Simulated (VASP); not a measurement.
These are PBE GGA, VASP's PBE PAW potentials (set 64) (plane waves; VASP 6.6.1) values and carry that method's errors.

VASP input:

**POSCAR**
```
Na2S
1
    0.0000000000     3.2700000000     3.2700000000
    3.2700000000     0.0000000000     3.2700000000
    3.2700000000     3.2700000000     0.0000000000
Na S
2 1
Direct
  0.2500000000   0.2500000000   0.2500000000
  0.7500000000   0.7500000000   0.7500000000
  0.0000000000   0.0000000000   0.0000000000
```

**KPOINTS**
```
Automatic mesh
0
Gamma
5 5 5
0 0 0
```

INCAR:
```
ALGO = Normal
EDIFF = 1E-6
ENCUT = 400
GGA = PE
ISIF = 2
ISMEAR = 0
LASPH = .TRUE.
LCHARG = .FALSE.
LREAL = .FALSE.
LWAVE = .FALSE.
NELM = 100
PREC = Accurate
SIGMA = 0.05
SYSTEM = Na2S
```

POTCAR, in this order: Na_pv S (PBE.64 set). Program: vasp_std.

Question: Predict the energy per atom (σ→0), band gap (on the k-mesh).

Answer: 
| Quantity | Value |
|---|---|
| energy per atom (σ→0) | -3.325 eV/atom |
| band gap (on the k-mesh) | 2.49 eV |

**OSZICAR**
```
...
DAV:   7    -0.996336547581E+01    0.52967E-01   -0.23678E-01   310   0.245E+00    0.194E+00
DAV:   8    -0.997222859277E+01   -0.88631E-02   -0.17526E-02   298   0.126E+00    0.546E-01
DAV:   9    -0.997233247652E+01   -0.10388E-03   -0.68141E-04   358   0.219E-01    0.371E-01
DAV:  10    -0.997412503387E+01   -0.17926E-02   -0.30269E-03   280   0.343E-01    0.103E-01
DAV:  11    -0.997416470838E+01   -0.39675E-04   -0.10439E-04   334   0.106E-01    0.165E-02
DAV:  12    -0.997418578124E+01   -0.21073E-04   -0.50505E-05   286   0.342E-02    0.190E-02
DAV:  13    -0.997418494818E+01    0.83306E-06   -0.64320E-06   334   0.134E-02
   1 F= -.99741849E+01 E0= -.99741849E+01  d E =-.183869E-11
```

The compound is Na2S in the antifluorite structure. The cell was not relaxed at this level.
